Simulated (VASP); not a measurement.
Data:

```
CELL_PARAMETERS angstrom
      0.00000     2.22073     2.22073
      2.22073     0.00000     2.22073
      2.22073     2.22073     0.00000
ATOMIC_POSITIONS crystal
  B  0.00000 0.00000 0.00000
  P  0.25000 0.25000 0.25000
```

Method: PBEsol GGA, VASP's PBE PAW potentials (set 64) (plane waves; VASP). Run with 620 eV cut-off, 10×10×10 Γ-centred mesh, Gaussian smearing of 0.050 eV, potentials B P.

Task: Estimate the energy per atom (σ→0), pressure.

Result: 
```
Quantity                        Value
---------------------  --------------
energy per atom (σ→0)  -6.820 eV/atom
pressure                     9.98 GPa
```

Only differences to runs with the same potentials and settings are physical.

The compound is BP in the zinc blende structure. It was relaxed first under an external pressure of 10 GPa.
